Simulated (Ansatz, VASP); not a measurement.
**CuSiO3 in two plane-wave programs**

Aim: how closely do two programs agree when they are given the same cell, functional and k mesh? The cell is taken from a series of VASP runs on this material, whose earlier steps may have relaxed, scaled or displaced it; both programs get it as it stands. Valence electrons are named where the data sets of a main pair hold unlike numbers.

Calculated with Ansatz 0.2.0; plane waves, with VASP 6.6.1 beside it; band structure at PBEsol and electric field gradients at PBEsol.

**1. The starting structure**

The structure is orthorhombic, space group Pmma (No. 51). The conventional cell has a = 8.914 Å, b = 2.869 Å, c = 4.695 Å, α = 90.00°, β = 90.00°, γ = 90.00°. Nearest to Si lie 4 O at 1.64 to 1.67 Å. Cu has 4 O at 1.90 Å nearest. Nearest to O lie 1 Si at 1.64 Å and 2 Cu at 1.90 Å. O has 2 Si at 1.67 Å nearest. Farther neighbours and most contacts between anions are not listed.

Coordinates:

```xyz
10
Lattice="8.9140 0.0000 0.0000 0.0000 2.8689 0.0000 0.0000 0.0000 4.6955" Properties=species:S:1:pos:R:3 pbc="T T T"
Si    6.6855    1.4344    4.1651
Si    2.2285    1.4344    0.5304
Cu    4.4570    0.0000    2.3477
Cu    0.0000    0.0000    2.3477
O     5.3197    1.4344    3.2571
O     3.5943    1.4344    1.4383
O     8.0513    1.4344    3.2571
O     0.8627    1.4344    1.4383
O     2.2285    0.0000    4.3716
O     6.6855    0.0000    0.3239
```

**2. VASP: band structure, PBEsol**

A single point gives forces, pressure and levels at one fixed geometry, so differences don't come from the geometry; what else differs is listed under the comparison.

Lines of VASP's logs that name or quote its potential files are left out, and so is its time.

INCAR reads:

```
SYSTEM = CuSiO3
PREC = Accurate
ENCUT = 520
EDIFF = 1E-06
NELM = 100
ISMEAR = 0
SIGMA = 0.05
LREAL = .FALSE.
ALGO = Normal
GGA = PS
NBANDS = 57
LASPH = .TRUE.
LORBIT = 11
LWAVE = .FALSE.
LCHARG = .FALSE.
KPAR = 8
```

POSCAR reads:

```
CuSiO3
1.0
    8.9139591707      0.0000000000      0.0000000000
    0.0000000000      2.8688644792      0.0000000000
    0.0000000000      0.0000000000      4.6954731614
Si Cu O
2 2 6
Direct
    0.7500000000      0.5000000000      0.8870391530
    0.2500000000      0.5000000000      0.1129608470
    0.5000000000      0.0000000000      0.5000000000
    0.0000000000      0.0000000000      0.5000000000
    0.5967789842      0.5000000000      0.6936744412
    0.4032210158      0.5000000000      0.3063255588
    0.9032210158      0.5000000000      0.6936744412
    0.0967789842      0.5000000000      0.3063255588
    0.2500000000      0.0000000000      0.9310257324
    0.7500000000      0.0000000000      0.0689742676
```

KPOINTS reads:

```
Automatic mesh
0
Gamma
3 8 5
0 0 0
```

KPOINTS_OPT reads:

```
Line mode
12
Line-mode
Reciprocal
  0.00000000   0.00000000   0.00000000 GAMMA
  0.00000000   0.50000000   0.00000000 X

  0.00000000   0.50000000   0.00000000 X
  0.00000000   0.50000000   0.50000000 S

  0.00000000   0.50000000   0.50000000 S
  0.00000000   0.00000000   0.50000000 Y

  0.00000000   0.00000000   0.50000000 Y
  0.00000000   0.00000000   0.00000000 GAMMA

  0.00000000   0.00000000   0.00000000 GAMMA
  0.50000000   0.00000000   0.00000000 Z

  0.50000000   0.00000000   0.00000000 Z
  0.50000000   0.50000000   0.00000000 U

  0.50000000   0.50000000   0.00000000 U
  0.50000000   0.50000000   0.50000000 R

  0.50000000   0.50000000   0.50000000 R
  0.50000000   0.00000000   0.50000000 T

  0.50000000   0.00000000   0.50000000 T
  0.50000000   0.00000000   0.00000000 Z

  0.00000000   0.00000000   0.50000000 Y
  0.50000000   0.00000000   0.50000000 T

  0.50000000   0.50000000   0.00000000 U
  0.00000000   0.50000000   0.00000000 X

  0.00000000   0.50000000   0.50000000 S
  0.50000000   0.50000000   0.50000000 R
```

The projector-augmented-wave data sets are Si, Cu and O (PBE family, release 64).

Launch:

```console
$ mpirun -np 8 vasp_std
```

Numbers of over 12 decimals in the logs are rounded to 6 here.

The log of the run:

```text
[banner, memory and clock lines left out]
running    8 mpi-ranks, on    1 nodes
 distrk:  each k-point on    1 cores,    8 groups
 distr:  one band on    1 cores,    1 groups

 POSCAR found type information on POSCAR SiCuO
 POSCAR found :  3 types and      10 ions
|                                                                             |
|           W    W    AA    RRRRR   N    N  II  N    N   GGGG   !!!           |
|           W    W   A  A   R    R  NN   N  II  NN   N  G    G  !!!           |
|           W    W  A    A  R    R  N N  N  II  N N  N  G       !!!           |
|           W WW W  AAAAAA  RRRRR   N  N N  II  N  N N  G  GGG   !            |
|           WW  WW  A    A  R   R   N   NN  II  N   NN  G    G                |
|           W    W  A    A  R    R  N    N  II  N    N   GGGG   !!!           |
|                                                                             |
|     For optimal performance we recommend to set                             |
|       NCORE = 2 up to number-of-cores-per-socket                            |
|     NCORE specifies how many cores store one orbital (NPAR=cpu/NCORE).      |
|     This setting can greatly improve the performance of VASP for DFT.       |
|     The default, NCORE=1 might be grossly inefficient on modern             |
|     multi-core architectures or massively parallel machines. Do your        |
|     Unfortunately you need to use the default for GW and RPA                |
|     calculations (for HF NCORE is supported but not extensively tested      |
|     yet).                                                                   |
|                                                                             |

|                                                                             |
|               ----> ADVICE to this user running VASP <----                  |
|                                                                             |
|     You enforced a specific xc type in the INCAR file but a different       |
|     [... a line on the potential file left out ...]
|     I HOPE YOU KNOW WHAT YOU ARE DOING!                                     |
|                                                                             |

 LDA part: xc-table for (Slater+PW92), standard interpolation
 POSCAR, INCAR and KPOINTS ok, starting setup
 FFT: planning ... GRIDC
 FFT: planning ... GRID_SOFT
 FFT: planning ... GRID
 WAVECAR not read
 entering main loop
       N       E                     dE             d eps       ncg     rms          rms(c)
DAV:   1     0.740748554003E+03    0.74075E+03   -0.28422E+04  3572   0.139E+03
DAV:   2     0.350941296187E+02   -0.70565E+03   -0.61669E+03  3756   0.380E+02
DAV:   3    -0.765240110836E+02   -0.11162E+03   -0.10493E+03  4013   0.156E+02
DAV:   4    -0.819738779242E+02   -0.54499E+01   -0.53550E+01  4608   0.378E+01
DAV:   5    -0.821284842227E+02   -0.15461E+00   -0.15440E+00  4264   0.608E+00    0.265E+01
DAV:   6    -0.737616639586E+02    0.83668E+01   -0.63044E+01  5012   0.968E+01    0.167E+01
DAV:   7    -0.695742482038E+02    0.41874E+01   -0.16099E+01  4661   0.112E+02    0.657E+00
DAV:   8    -0.696204668323E+02   -0.46219E-01   -0.24273E+00  5392   0.955E+00    0.230E+00
DAV:   9    -0.696029213055E+02    0.17546E-01   -0.89938E-02  5440   0.234E+00    0.714E-01
DAV:  10    -0.696041522392E+02   -0.12309E-02   -0.69151E-03  4544   0.746E-01    0.193E-01
DAV:  11    -0.696045435961E+02   -0.39136E-03   -0.48621E-04  4944   0.171E-01    0.994E-02
DAV:  12    -0.696046743194E+02   -0.13072E-03   -0.31189E-04  4720   0.114E-01    0.193E-02
DAV:  13    -0.696046825043E+02   -0.81849E-05   -0.23985E-05  5096   0.437E-02    0.724E-03
DAV:  14    -0.696046842348E+02   -0.17305E-05   -0.90788E-06  4560   0.241E-02    0.374E-03
DAV:  15    -0.696046843865E+02   -0.15173E-06   -0.59247E-07  2944   0.613E-03
   1 F= -.69604684E+02 E0= -.69602171E+02  d E =-.502588E-02
 Start KPOINTS_OPT (optional k-point list driver)
k-point batch [1-30\144]
       N       E                     dE             ncg
DAV:   1     0.171096164683E+05   -0.45473E+05     3623
DAV:   2    -0.262721002387E+04   -0.19737E+05     3668
DAV:   3    -0.599806751580E+04   -0.33709E+04     3978
DAV:   4    -0.616503912372E+04   -0.16697E+03     4424
DAV:   5    -0.616997243667E+04   -0.49333E+01     4232
DAV:   6    -0.617022326829E+04   -0.25083E+00     4584
DAV:   7    -0.617023682967E+04   -0.13561E-01     4536
DAV:   8    -0.617023745536E+04   -0.62569E-03     4672
DAV:   9    -0.617023747444E+04   -0.19084E-04     3200
DAV:  10    -0.617023747500E+04   -0.55766E-06     2704
[...]
k-point batch [121-144\144]
       N       E                     dE             ncg
DAV:   1     0.206768519009E+05   -0.51247E+05     2856
DAV:   2     0.497390244419E+04   -0.15703E+05     2912
DAV:   3     0.232054318409E+04   -0.26534E+04     3157
DAV:   4     0.218824949528E+04   -0.13229E+03     3583
DAV:   5     0.218437891033E+04   -0.38706E+01     3368
DAV:   6     0.218418114588E+04   -0.19776E+00     3688
DAV:   7     0.218417121829E+04   -0.99276E-02     3624
DAV:   8     0.218417081924E+04   -0.39906E-03     3776
DAV:   9     0.218417081033E+04   -0.89048E-05     2480
DAV:  10     0.218417081011E+04   -0.22147E-06     2152
```

OUTCAR, selected parts (step 2):

```text
ion  position               nearest neighbor table
   1  0.750  0.500  0.887-   5 1.64   7 1.64  10 1.67  10 1.67
   2  0.250  0.500  0.113-   6 1.64   8 1.64   9 1.67   9 1.67
   3  0.500  0.000  0.500-   5 1.90   6 1.90   5 1.90   6 1.90
   4  0.000  0.000  0.500-   7 1.90   8 1.90   7 1.90   8 1.90
   5  0.597  0.500  0.694-   1 1.64   3 1.90   3 1.90
   6  0.403  0.500  0.306-   2 1.64   3 1.90   3 1.90
   7  0.903  0.500  0.694-   1 1.64   4 1.90   4 1.90
   8  0.097  0.500  0.306-   2 1.64   4 1.90   4 1.90
   9  0.250  0.000  0.931-   2 1.67   2 1.67
  10  0.750  0.000  0.069-   1 1.67   1 1.67

  LATTYP: Found a simple orthorhombic cell.
 ALAT       =     2.8688644792
 B/A-ratio  =     1.6367009301
 C/A-ratio  =     3.1071384638

 Subroutine GETGRP returns: Found  8 space group operations
 (whereof  4 operations were pure point group operations)

The static configuration has the point symmetry C_2h.
 The point group associated with its full space group is D_2h.

 Found     30 irreducible k-points:

   k-points           NKPTS =     30   k-points in BZ     NKDIM =     30   number of bands    NBANDS=     57

   dimension x,y,z NGX =    70 NGY =   24 NGZ =   36
   dimension x,y,z NGXF=   140 NGYF=   48 NGZF=   72

   ENCUT  =  520.0 eV  38.22 Ry    6.18 a.u.  16.57  5.33  8.73*2*pi/ulx,y,z

   NELECT =      66.0000    total number of electrons

 k-points in reciprocal lattice and weights: Automatic mesh
   0.00000000  0.00000000  0.00000000       0.008
   0.33333333  0.00000000  0.00000000       0.017
   0.00000000  0.12500000  0.00000000       0.017
   0.33333333  0.12500000  0.00000000       0.033
   0.00000000  0.25000000  0.00000000       0.017
   0.33333333  0.25000000  0.00000000       0.033
   0.00000000  0.37500000  0.00000000       0.017
   0.33333333  0.37500000  0.00000000       0.033
   0.00000000  0.50000000  0.00000000       0.008
[...]
0.00000000  0.50000000  0.40000000       0.017
   0.33333333  0.50000000  0.40000000       0.033

 average (electrostatic) potential at core
       1 -85.8377       2 -85.8377       3 -66.8581       4 -66.8581       5 -71.6924
       6 -71.6924       7 -71.6924       8 -71.6924       9 -72.1857      10 -72.1857

 E-fermi :   3.8595

 k-point     1 :       0.0000    0.0000    0.0000
  band No.  band energies     occupation
    ...
     28       1.9297      2.00000
     29       2.1717      2.00000
     30       2.2226      2.00000
     31       2.5363      2.00000
     32       2.9951      2.00000
     33       4.2565      0.00000
     34       4.4763      0.00000
     35       6.2968      0.00000
     36       7.7078      0.00000
     37       9.4410      0.00000
    ...

 k-point     2 :       0.3333    0.0000    0.0000
  band No.  band energies     occupation
    ...
     28       1.9291      2.00000
     29       2.1959      2.00000
     30       2.2233      2.00000
     31       2.6458      2.00000
     32       2.8732      2.00000
     33       4.3120      0.00000
     34       4.4219      0.00000
     35       6.6685      0.00000
     36       7.4152      0.00000
     37       8.9605      0.00000
    ...

 k-point     3 :       0.0000    0.1250    0.0000
  band No.  band energies     occupation
    ...
     28       2.1649      2.00000
     29       2.2027      2.00000
     30       2.2032      2.00000
     31       2.4797      2.00000
     32       2.8896      2.00000
     33       3.9491      0.01126
     34       4.2717      0.00000
     35       6.9586      0.00000
     36       8.2863      0.00000
     37       9.7204      0.00000
    ...

  Total        0.0496836     -0.0107175      0.0389108      0.0000000      0.0000000      0.0000000
  in kB        0.6629241     -0.1430029      0.5191830      0.0000000      0.0000000      0.0000000
  external PRESSURE =       0.3463680 kB  Pullay stress =       0.0000000 kB

  energy-cutoff  :      520.00
  volume of cell :      120.08
      direct lattice vectors                 reciprocal lattice vectors
     8.913959171  0.000000000  0.000000000     0.112183597  0.000000000  0.000000000
     0.000000000  2.868864479  0.000000000     0.000000000  0.348569968  0.000000000
     0.000000000  0.000000000  4.695473161     0.000000000  0.000000000  0.212971082

 POSITION                                       TOTAL-FORCE (eV/Angst)
 -----------------------------------------------------------------------------------
      6.68547      1.43443      4.16507         0.000000      0.000000     -0.001005
      2.22849      1.43443      0.53040         0.000000      0.000000      0.001005
      4.45698      0.00000      2.34774         0.000000      0.000000      0.000000
      0.00000      0.00000      2.34774         0.000000      0.000000      0.000000
      5.31966      1.43443      3.25713        -0.002250     -0.000000      0.005746
      3.59430      1.43443      1.43834         0.002250      0.000000     -0.005746
      8.05128      1.43443      3.25713         0.002250     -0.000000      0.005746
      0.86268      1.43443      1.43834        -0.002250      0.000000     -0.005746
      2.22849      0.00000      4.37161         0.000000      0.000000     -0.008428
      6.68547      0.00000      0.32387        -0.000000      0.000000      0.008428
 -----------------------------------------------------------------------------------
    total drift:                                0.000000      0.000000      0.000000

  FREE ENERGIE OF THE ION-ELECTRON SYSTEM (eV)
  ---------------------------------------------------
  free  energy   TOTEN  =       -69.6046843865 eV

  energy  without entropy=      -69.5996585077  energy(sigma->0) =      -69.60217145

 total charge
# of ion       s       p       d       tot
------------------------------------------
    1        0.659   0.968   0.000   1.627
    2        0.659   0.968   0.000   1.627
    3        0.381   0.418   9.145   9.943
    4        0.381   0.418   9.145   9.943
    5        1.555   3.537   0.000   5.092
    6        1.555   3.537   0.000   5.092
    7        1.555   3.537   0.000   5.092
    8        1.555   3.537   0.000   5.092
    9        1.550   3.598   0.000   5.149
   10        1.550   3.598   0.000   5.149
--------------------------------------------------
tot         11.403  24.115  18.289  53.807

[... 3 further parts left out ...]
```

This run has no spin polarisation, so a moment on Cu, if there is one, isn't seen. The k-mesh is coarse for a metal. The PAW data sets were made with PBE, which is usual practice but a small mismatch for other functionals. Oxides and halides of Cu are often magnetic insulators, and a metal at this level, without U or exact exchange, may be an artefact.

[end of part 1 of 2]

[Lines on the potential files, build, host, timing and source positions are cut from VASP's logs without a mark.]

[Logs are printed without paths, hosts, clocks, repeated set-up lines and the standing remarks that a program may print on its own settings, such as how far it seeks lower states.]

[Hosts, paths, dates, database ids (printed as entryN), source tags and the programs' standing remarks are cut or masked in the printed files.]
